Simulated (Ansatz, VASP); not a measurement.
# Mg (Magnesium) in two plane-wave programs, part 2 of 2

One calculation is typed for both programs; each brings its own data sets. How far apart do they land? The cell is taken from a series of runs on this material, whose earlier steps may have relaxed, scaled, displaced or heated it; both programs get it as it stands.

VASP 6.6.1 and Ansatz 0.2.0.

So far: The structure; VASP: zone-centre phonons, PBEsol, pair 1; Ansatz: zone-centre phonons, PBEsol, pair 1; Differences.

## (5) VASP: zone-centre phonons, PBEsol, pair 2

Level of this step: PBEsol; plane waves and PAW (Mg) (VASP).

Second derivatives magnify differences that forces hide, and they need a tight electronic threshold. The cell compared in this pair holds 45.67 Å³, against 45.48 Å³ for the pair before.

Contents of INCAR:

```
SYSTEM = Mg
PREC = Accurate
ENCUT = 600
EDIFF = 1E-08
NELM = 120
ISMEAR = 1
SIGMA = 0.2
LREAL = .FALSE.
ALGO = Normal
GGA = PS
NBANDS = 8
LORBIT = 11
LWAVE = .FALSE.
LCHARG = .FALSE.
ISIF = 2
IBRION = 8
LASPH = .TRUE.
GGA_COMPAT = .FALSE.
KPAR = 2
```

Contents of POSCAR:

```
Mg
1.0
    3.2227405716      0.0000000000      0.0000000000
   -1.6113702858      2.7909752048      0.0000000000
    0.0000000000      0.0000000000      5.0773435705
Mg
2
Direct
    0.3333333333      0.6666666667      0.2500000000
    0.6666666667      0.3333333333      0.7500000000
```

Contents of KPOINTS:

```
Automatic mesh
0
Gamma
15 15 8
0 0 0
```

The projector-augmented-wave data sets are Mg (PBE family, release 64).

Command:

```console
$ mpirun -np 2 vasp_std
```

Numbers of over 12 decimals in the logs are rounded to 6 here.

Log:

```text
[banner, memory and clock lines left out]
running    2 mpi-ranks, on    1 nodes
[...]
[... a notice as in an earlier step ...]

 LDA part: xc-table for (Slater+PW92), standard interpolation
 POSCAR, INCAR and KPOINTS ok, starting setup
[...]
entering main loop
       N       E                     dE             d eps       ncg     rms          rms(c)
DAV:   1    -0.779365433467E+00   -0.77937E+00   -0.14181E+03  2160   0.396E+02
DAV:   2    -0.345031311218E+01   -0.26709E+01   -0.25929E+01  2920   0.228E+01
DAV:   3    -0.346584574662E+01   -0.15533E-01   -0.15527E-01  2952   0.231E+00
DAV:   4    -0.346589684652E+01   -0.51100E-04   -0.51099E-04  3056   0.108E-01
[...]
DAV:   9    -0.344581436524E+01    0.31961E-06   -0.92544E-07  2480   0.454E-03    0.585E-04
DAV:  10    -0.344581422027E+01    0.14496E-06   -0.38464E-09  3296   0.377E-04    0.130E-04
DAV:  11    -0.344581421217E+01    0.80977E-08   -0.19939E-10  1624   0.119E-04
   1 F= -.34458142E+01 E0= -.34451926E+01  d E =-.186474E-02
[...]
RMM:   8    -0.127603620921E-02   -0.13762E-08   -0.23997E-10 14634   0.293E-06    0.392E-07
 first order change of Fermi-energy   0.18489E-06
 force on displaced ion       1 direction 1 :  -0.786   0.000   0.000
 Linear response progress:
  Degree of freedom:   2/  2
       N       E                     dE             d eps       ncg     rms          rms(c)
RMM:   1    -0.120512437512E-01   -0.12051E-01   -0.63766E-02  6930   0.294E-01
RMM:   2    -0.394527608993E-02    0.81060E-02   -0.85967E-04  4741   0.410E-02    0.296E-02
RMM:   3    -0.385091731569E-02    0.94359E-04    0.18074E-05  4766   0.135E-02    0.137E-02
RMM:   4    -0.388543450880E-02   -0.34517E-04   -0.81756E-07  4816   0.764E-03    0.522E-03
RMM:   5    -0.388549409240E-02   -0.59584E-07   -0.12495E-07  4827   0.405E-03    0.274E-04
RMM:   6    -0.388580675593E-02   -0.31266E-06    0.15203E-06  4982   0.262E-04    0.154E-04
RMM:   7    -0.388617698062E-02   -0.37022E-06    0.19243E-07  5029   0.104E-04    0.521E-06
RMM:   8    -0.388620978577E-02   -0.32805E-07    0.17703E-07  5180   0.115E-05    0.190E-06
RMM:   9    -0.388621949105E-02   -0.97053E-08    0.37872E-09  4926   0.312E-06    0.602E-07
 first order change of Fermi-energy  -0.10189E-05
 force on displaced ion       1 direction 3 :  -0.000   0.000  -2.935
 Linear response finished
```

Parts of OUTCAR (step 5):

```text
  Total       -0.2385389     -0.2385389     -0.0086995      0.0000000      0.0000000      0.0000000
  in kB       -8.3685842     -8.3685842     -0.3052013      0.0000000      0.0000000      0.0000000
  external PRESSURE =      -5.6807899 kB  Pullay stress =       0.0000000 kB

 POSITION                                       TOTAL-FORCE (eV/Angst)
 -----------------------------------------------------------------------------------
     -0.00000      1.86065      1.26934        -0.000000     -0.000000      0.000000
      1.61137      0.93033      3.80801         0.000000      0.000000      0.000000
 -----------------------------------------------------------------------------------
    total drift:                                0.000000     -0.000000      0.000000

[... 1 part as in an earlier step ...]

[... 1 further part left out ...]
```

## (6) Ansatz: zone-centre phonons, PBEsol, pair 2

The same cell, functional, mesh and smearing now go to Ansatz, which takes its cutoff from its data sets.

The cell is taken from a series of runs on this material, whose earlier steps may have relaxed, scaled, displaced or heated it; both programs get it as it stands.

Contents of input.yaml:

```yaml
crystal:
  lattice:
    - [3.2227405716, 0.0, 0.0]
    - [-1.6113702858, 2.7909752048, 0.0]
    - [0.0, 0.0, 5.0773435705]
  atoms:
    - { symbol: Mg, position: [0.3333333333, 0.6666666667, 0.25] }
    - { symbol: Mg, position: [0.6666666667, 0.3333333333, 0.75] }
kpoints:
  mp_grid: { grid: [15, 15, 8] }
hamiltonian:
  xc: pbesol
  pseudopotentials: { kind: paw, azcp: { folder: soft_1 }, xc_functional: pbe }
scf:
  occupations: { method: methfessel_paxton, width: 0.2 }
output:
  eigenvalues: true
phonons:
  method: dfpt
```

Command:

```console
$ ansatz run input.yaml --threads 4 --pin off --max-ram 10240MiB --backend cpu --events-out ev --progress --plain --runs-dir out
```

Log:

```text
[...]
Crystal: 2 atoms, lattice volume = 45.669 Å³
Basis set: ecut = 420 eV, 905 PW (Γ), exchange–correlation on 48×48×72 points (8 copies of the dense FFT grid, shifted against one another)
Bands: 14, of which v1, the nominal top of the filled ones, is band 10 counted from 1 (9 counted from 0)
Symmetry: 24 space group operations
k-points: 320 of 1800 (irreducible under 4 space group operations, time reversal used)
[...]
k-point 1: bands = [... 6 lower, -36.9620, -36.9617, -1.2510, 3.0267, 5.8566, 16.3167, 16.3167, 16.3621]
  k-point 2: bands = [... 6 lower, -36.9627, -36.9627, -0.9764, 1.8949, 7.4588, 15.1893, 16.5291, 16.5291]
  k-point 319: bands = [... 6 lower, -36.9674, -36.9674, 3.1900, 3.1900, 7.9924, 7.9924, 9.4313, 9.4313]
[...]
ASR residual: 1.160e-4 → 0.000e0 eV/Å²; symmetrization residual: 4.012e-13 eV/Å²
  ASR residual per site (eV/Å²): 1.16e-4 1.16e-4
  Γ frequencies (cm⁻¹): 0.00 0.00 0.00 132.14 132.14 255.37
[...]
[key lines of the parts left out:]
SCF converged after 7 iterations
Free energy (F): -3824.102700 eV
Fermi energy:    5.596080 eV
```

## (7) Side by side

What differs besides the data sets and the points named for the pairs above, as far as they apply: the data sets hold 20 valence electrons in Ansatz (on its PAW soft_1 files) and 4 in VASP. Total energies have different zeros and are not compared.

The two programs side by side:

```
                  quantity  Ansatz   VASP  difference
optical mode 1 to 2 (cm⁻¹)   132.1  132.6     -0.33 %
     optical mode 3 (cm⁻¹)   255.4  256.3     -0.36 %
```

Modes are paired by rising frequency, not by their patterns, so a pair may set unlike modes beside each other; they are those without the splitting of longitudinal modes.

## (8) What came out

- r.m.s. difference of the optical zone-centre modes, each program's sorted by frequency (zone-centre phonons, PBEsol, pair 1): 0.56 cm⁻¹
- r.m.s. difference of the optical zone-centre modes, each program's sorted by frequency (zone-centre phonons, PBEsol, pair 2): 0.64 cm⁻¹

In words: The r.m.s. difference of the optical zone-centre modes, each program's sorted by frequency is 0.56 cm⁻¹ (zone-centre phonons, PBEsol, pair 1). The data sets hold unlike numbers of valence electrons (20 in Ansatz and 4 in VASP), so part of the differences comes from the potentials. How closely two codes agree says nothing of how well the functional describes the real material.

[Lines on the potential files, build, host, timing and source positions are cut from VASP's logs without a mark.]

[Logs are printed without paths, hosts, clocks, repeated set-up lines and the standing remarks that a program may print on its own settings, such as how far it seeks lower states.]

[Hosts, paths, dates, database ids (printed as entryN), source tags and the programs' standing remarks are cut or masked in the printed files.]
